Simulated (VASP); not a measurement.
A VASP calculation is set up with these files.

File KPOINTS:
```
Automatic mesh
0
Gamma
13 13 13
0 0 0
```

### INCAR
```
SYSTEM = Cu
PREC = Accurate
ENCUT = 400
EDIFF = 1E-6
NELM = 100
ALGO = Normal
LREAL = .FALSE.
LASPH = .TRUE.
ISMEAR = 1
SIGMA = 0.1
GGA = PE
LMAXMIX = 4
LWAVE = .FALSE.
LCHARG = .FALSE.
ISIF = 2
LEPSILON = .TRUE.
```

**POSCAR**
```
Cu
1
    0.0000000000     1.8050000000     1.8050000000
    1.8050000000     0.0000000000     1.8050000000
    1.8050000000     1.8050000000     0.0000000000
Cu
1
Direct
  0.0000000000   0.0000000000   0.0000000000
```

POTCAR, in this order: Cu (PBE.64 set). Program: vasp_std.

The resulting files:

standard output:
```
...
 dielectric tensor                  component  2 :     1.991     8.163    -0.174
 Linear response to external field (no local field effect), progress :
  Direction:   3
       N       E                     dE             d eps       ncg     rms          rms(c)
RMM:   1    -0.958724551765E-01   -0.95872E-01   -0.58923E-01  1580   0.211E+01
RMM:   2    -0.170657527361E+00   -0.74785E-01    0.40943E-02  2228   0.251E+00
RMM:   3    -0.175074141646E+00   -0.44166E-02    0.23600E-02  2298   0.125E+00
RMM:   4    -0.177791626879E+00   -0.27175E-02    0.43127E-03  2270   0.507E-01
RMM:   5    -0.178256942969E+00   -0.46532E-03    0.10788E-03  2151   0.222E-01
RMM:   6    -0.178388693869E+00   -0.13175E-03    0.11546E-04  1717   0.104E-01
RMM:   7    -0.178410976769E+00   -0.22283E-04    0.85933E-06  1265   0.345E-02
RMM:   8    -0.178413300810E+00   -0.23240E-05    0.33145E-07  1034   0.138E-02
RMM:   9    -0.178413660135E+00   -0.35933E-06   -0.21293E-07   876   0.574E-03
 change of polarisation eV/A/(eV/A) component  3 :    -0.136    -0.011     0.357
 dielectric tensor                  component  3 :    -2.099    -0.174     6.490
 Linear response to external field, progress :
  Direction:   1
       N       E                     dE             d eps       ncg     rms          rms(c)
RMM:   1    -0.107135150167E+00   -0.10714E+00   -0.44217E-01  3705   0.212E+01
RMM:   2    -0.220368867240E+00   -0.11323E+00    0.78297E-02  5139   0.272E+00    0.170E-01
RMM:   3    -0.226846662465E+00   -0.64778E-02    0.36689E-02  5192   0.143E+00    0.971E-02
RMM:   4    -0.230946816883E+00   -0.41002E-02    0.58994E-03  5319   0.717E-01    0.909E-03
RMM:   5    -0.231547468788E+00   -0.60065E-03    0.16116E-03  5016   0.320E-01    0.599E-03
RMM:   6    -0.231715761321E+00   -0.16829E-03    0.20224E-04  5093   0.151E-01    0.257E-03
RMM:   7    -0.231742575622E+00   -0.26814E-04    0.27749E-05  5479   0.635E-02    0.893E-04
RMM:   8    -0.231754636473E+00   -0.12061E-04    0.14653E-06  5037   0.265E-02    0.482E-04
RMM:   9    -0.231754084479E+00    0.55199E-06   -0.43747E-07  4548   0.990E-03    0.170E-04
 change of polarisation eV/A/(eV/A) component  1 :     0.462    -0.007    -0.031
 dielectric tensor                  component  1 :     8.107    -0.103    -0.482
 Linear response to external field, progress :
  Direction:   2
       N       E                     dE             d eps       ncg     rms          rms(c)
RMM:   1    -0.107130242919E+00   -0.10713E+00   -0.44212E-01  3705   0.212E+01
RMM:   2    -0.220366606839E+00   -0.11324E+00    0.78306E-02  5136   0.272E+00    0.170E-01
RMM:   3    -0.226845537425E+00   -0.64789E-02    0.36689E-02  5192   0.143E+00    0.971E-02
RMM:   4    -0.230947588449E+00   -0.41021E-02    0.58932E-03  5319   0.715E-01    0.830E-03
RMM:   5    -0.231535333554E+00   -0.58775E-03    0.16087E-03  5107   0.311E-01    0.404E-03
RMM:   6    -0.231717667345E+00   -0.18233E-03    0.19374E-04  5142   0.140E-01    0.240E-03
RMM:   7    -0.231743063943E+00   -0.25397E-04    0.24596E-05  5456   0.566E-02    0.770E-04
RMM:   8    -0.231754700009E+00   -0.11636E-04    0.88662E-07  5276   0.229E-02    0.466E-04
RMM:   9    -0.231753056729E+00    0.16433E-05   -0.33472E-07  4020   0.817E-03    0.145E-04
RMM:  10    -0.231752252572E+00    0.80416E-06   -0.56687E-08  2591   0.267E-03    0.223E-05
 change of polarisation eV/A/(eV/A) component  2 :     0.012     0.462    -0.004
 dielectric tensor                  component  2 :     0.191     8.107    -0.062
 Linear response to external field, progress :
  Direction:   3
       N       E                     dE             d eps       ncg     rms          rms(c)
RMM:   1    -0.107130183249E+00   -0.10713E+00   -0.44212E-01  3705   0.212E+01
RMM:   2    -0.220366309065E+00   -0.11324E+00    0.78317E-02  5134   0.272E+00    0.170E-01
RMM:   3    -0.226845348935E+00   -0.64790E-02    0.36690E-02  5198   0.143E+00    0.971E-02
RMM:   4    -0.230947449285E+00   -0.41021E-02    0.58941E-03  5323   0.715E-01    0.829E-03
RMM:   5    -0.231535284348E+00   -0.58784E-03    0.16087E-03  5101   0.311E-01    0.404E-03
RMM:   6    -0.231717628355E+00   -0.18234E-03    0.19349E-04  5156   0.140E-01    0.240E-03
RMM:   7    -0.231742958153E+00   -0.25330E-04    0.24561E-05  5456   0.566E-02    0.772E-04
RMM:   8    -0.231754624275E+00   -0.11666E-04    0.63945E-07  5275   0.229E-02    0.469E-04
RMM:   9    -0.231752960004E+00    0.16643E-05   -0.38111E-07  4010   0.804E-03    0.146E-04
RMM:  10    -0.231752161015E+00    0.79899E-06   -0.58835E-08  2601   0.263E-03    0.218E-05
 change of polarisation eV/A/(eV/A) component  3 :    -0.011     0.019     0.462
 dielectric tensor                  component  3 :    -0.168     0.297     8.107
 Born effective charges drift removed
```

### OUTCAR
```
------------------------ aborting loop because EDIFF is reached ----------------------------------------

 HEAD OF MICROSCOPIC STATIC DIELECTRIC TENSOR (INDEPENDENT PARTICLE, excluding Hartree and local field effects)
 ------------------------------------------------------
           8.170627    -0.000000     0.000000
           0.000000     8.170627     0.000000
           0.000000     0.000000     8.170627
 ------------------------------------------------------

 MACROSCOPIC STATIC DIELECTRIC TENSOR (including local field effects in DFT)
 ------------------------------------------------------
           8.106790    -0.000000     0.000000
          -0.000000     8.106790     0.000000
           0.000000    -0.000000     8.106790
 ------------------------------------------------------

 PIEZOELECTRIC TENSOR (including local field effects)  for field in x, y, z        (e  Angst)
          XX          YY          ZZ          XY          YZ          ZX
  --------------------------------------------------------------------------------
  x     0.00000     0.00000     0.00000     0.00000     0.00000     0.00000
  y     0.00000     0.00000     0.00000     0.00000     0.00000     0.00000
  z     0.00000     0.00000     0.00000     0.00000     0.00000     0.00000

 PIEZOELECTRIC TENSOR (including local field effects)  for field in x, y, z        (C/m^2)
          XX          YY          ZZ          XY          YZ          ZX
  --------------------------------------------------------------------------------
  x     0.00000     0.00000     0.00000     0.00000     0.00000     0.00000
  y     0.00000     0.00000     0.00000     0.00000     0.00000     0.00000
  z     0.00000     0.00000     0.00000     0.00000     0.00000     0.00000

 BORN EFFECTIVE CHARGES (including local field effects) (in |e|, cummulative output)
 ---------------------------------------------------------------------------------
 ion    1
    1     0.00000     0.00000     0.00000
    2     0.00000     0.00000     0.00000
    3     0.00000     0.00000     0.00000
```
(Selected blocks of OUTCAR.)

Problem. The run ends quietly. Is anything wrong with it?

Solution. The cause: LEPSILON was set for a metal. The run ends without an error. Against the sound run, the energy per atom (σ→0) is nearly the same; the pressure is nearly the same. To mend it, drop LEPSILON, since a metal has no finite static dielectric tensor or Born charges. The plain static run on this cell (PBE GGA, plane waves, VASP's PBE PAW potentials (set 64)) converges, and its OSZICAR ends with
```
   1 F= -.37272869E+01 E0= -.37272742E+01  d E =-.380546E-04
```

The compound is Cu in the fcc structure. The cell was not relaxed at this level.
